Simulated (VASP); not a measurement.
## WCl6: relaxation of the atoms with r2SCAN

The system is WCl6, in a box.

```xyz
7
Lattice="14.0000 0.0000 0.0000 0.0000 14.3000 0.0000 0.0000 0.0000 14.6000" Properties=species:S:1:pos:R:3 pbc="T T T"
W     7.0000    7.1500    7.3000
Cl    9.2800    7.1500    7.3000
Cl    4.7200    7.1500    7.3000
Cl    7.0000    9.4300    7.3000
Cl    7.0000    4.8700    7.3000
Cl    7.0000    7.1500    9.5800
Cl    7.0000    7.1500    5.0200
```

```json
{
 "Program": "VASP 6.6.1",
 "Task": "relaxation of the atoms",
 "Functional": "r2SCAN",
 "Potentials or basis": "VASP PAW PBE potentials, release 64 (W_sv, Cl)",
 "Cutoff": "520 eV",
 "k mesh": "1 × 1 × 1",
 "Occupations": "gaussian, width 0.01 eV",
 "Spin": "no spin polarisation",
 "Further INCAR settings": "ALGO = Normal; EDIFF = 1e-06; IBRION = 2; EDIFFG = -0.02; NSW = 60"
}
```

```json
{
 "Energy gained by relaxing": "1.6 meV/atom",
 "Ionic steps": "2",
 "Largest force after relaxing": "0.020 eV/Å",
 "Gap between the frontier levels": "2.41 eV"
}
```

Forces in eV/Å, atoms in the order of the input:
```
W    0.000  0.000  0.000
Cl  -0.020  0.000  0.000
Cl   0.020  0.000  0.000
Cl   0.000 -0.020  0.000
Cl   0.000  0.020  0.000
Cl   0.000  0.000 -0.019
Cl   0.000  0.000  0.019
```

The path:
| step | energy change (eV) | largest force (eV/Å) | pressure (GPa) |
| --- | --- | --- | --- |
| 1 | 0.0000 | 0.2946 | 0.07 |
| 2 | -0.0115 | 0.0196 | -0.01 |

Final structure:
```xyz
7
Lattice="14.0000 0.0000 0.0000 0.0000 14.3000 0.0000 0.0000 0.0000 14.6000" Properties=species:S:1:pos:R:3 pbc="T T T"
W     7.0000    7.1500    7.3000
Cl    9.2942    7.1500    7.3000
Cl    4.7058    7.1500    7.3000
Cl    7.0000    9.4442    7.3000
Cl    7.0000    4.8558    7.3000
Cl    7.0000    7.1500    9.5942
Cl    7.0000    7.1500    5.0058
```

Levels at points of the mesh, in eV from the valence-band top:
```
           k point  band 26  band 27  band 28  band 29  band 30  band 31
(0.00, 0.00, 0.00)     0.00     0.00     0.00     2.41     2.41     2.41
```

Wall time 28 min on 1 thread of Intel(R) Xeon(R) Platinum 8488C (Sapphire Rapids) (shared host), peak memory 2.5 GiB.

Caveat: the PAW data sets were made with another functional, which shifts forces and pressure a little; spin-orbit coupling is left out, which moves the levels of the heavy elements. r2SCAN opens gaps a little over a GGA but as a rule still falls short of measured ones.
